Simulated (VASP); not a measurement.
**Band gap of rock-salt alkali halides: measurement against LDA**

Computed values from VASP (plane waves, PAW); cells keep the symmetry of their structure type. No spin-orbit coupling. Gaps are read over mesh and path in cells relaxed at that level.

Here x stands for LDA gap and y for measured gap.

| solid | LDA gap (eV) | measured gap (eV) | cut-off (eV) | basis of the measured value |
|---|---|---|---|---|
| NaI | 3.63 | 5.90 | 520 | not stated, as measured |
| KI | 3.87 | 6.10 | 520 | not given (compiled; stated errors 0.2-0.5 eV), as measured |
| RbBr | 4.16 | 7.20 | 520 | not given (compiled; stated errors 0.2-0.5 eV), as measured |
| KBr | 4.32 | 7.40 | 520 | not given (compiled; stated errors 0.2-0.5 eV), as measured |
| KCl | 5.10 | 8.50 | 520 | unstated, as measured |
| KF | 6.32 | 10.90 | 520 | unstated, as measured |
| NaF | 6.43 | ? | 520 | unstated, as measured |

Fit y of the 6 rows that show it with a straight line. With u = x - 4.6, the rows have u = -0.9700, -0.7300, -0.4400, -0.2800, 0.5000, 1.7200. Means: u -0.033333, y 7.667. About the means, the sum of products is 9.1153 and the sum of squares of u is 4.9475; the slope is their ratio. Least squares gives y = 7.728 + 1.8424·u. Residuals (row less fit): -0.041, -0.283, 0.283, 0.188, -0.149, 0.003; standard error 0.234 (degrees of freedom: 4). The slope is 1.84 with a standard error of 0.11. Before the fit, LDA less measured has mean -3.100, mean absolute 3.100 and median absolute 3.060 eV over these 6 rows.

Question: What does the fit predict for y at x = 6.43, and how far is the measured value from it?

Answer: u = 1.8300, so y = 7.728 + 1.8424 × 1.8300 = 11.100 eV. The measured value is 11.70 eV, 0.600 eV above the prediction (10.3 % of the range of y in the table). The row lies outside the fitted rows, so this is an extrapolation. From the scatter of the fitted rows alone, a prediction at this place has a standard error of 0.320 eV, so the miss is 1.9 times that.

Plain LDA misses this row by -5.27 eV. These measured values aren't marked as zero-point corrected, so thermal and zero-point effects can be part of a miss beside the level's own error; see the basis column. Spin-orbit coupling is left out, which can shift this property for NaI, KI, RbBr, KBr. The rows are a random draw of 7 from the 9 solids that have both values on this basis (room or unstated temperature), of 11 computed in this series. Not drawn: V to Ni and open 4f shells, rows kept for tests, unfit runs, cells that left their space group, values derived or compiled from fits, values whose temperature is given only as extrapolated, encyclopaedia, home-page and unnamed sources, sources from 2025 on, runs on another kind of cell. Optical and fundamental gaps aren't told apart in the measured column. Measured values as quoted by these papers, many of them computational: NaI Abedi et al., (2022), arXiv:2211.14644; KI Aguado et al., (1998), arXiv:cond-mat/9809176; RbBr Aguado et al., (1998), arXiv:cond-mat/9809176; KBr Aguado et al., (1998), arXiv:cond-mat/9809176; KCl David Koller et al., Journal of Physics Condensed Matter (2013), arXiv:1304.4470; KF David Koller et al., Journal of Physics Condensed Matter (2013), arXiv:1304.4470; NaF David Koller et al., Journal of Physics Condensed Matter (2013), arXiv:1304.4470.
